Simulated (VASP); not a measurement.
All values below come from PBE GGA, VASP's PBE PAW potentials (set 64) (plane waves; VASP). Each cell was relaxed at this level, without spin-orbit coupling.

Q: Which of these comes out without a gap?
A) Si, Fd-3m (227)
B) RbCl, Fm-3m (225)
C) TiAl3, I4/mmm (139)
D) GaN, P6_3mc (186)

A: C, TiAl3, I4/mmm (139). The others have gaps of 1.72 eV (GaN, P6_3mc (186)), 0.61 eV (Si, Fd-3m (227)), 4.82 eV (RbCl, Fm-3m (225)).
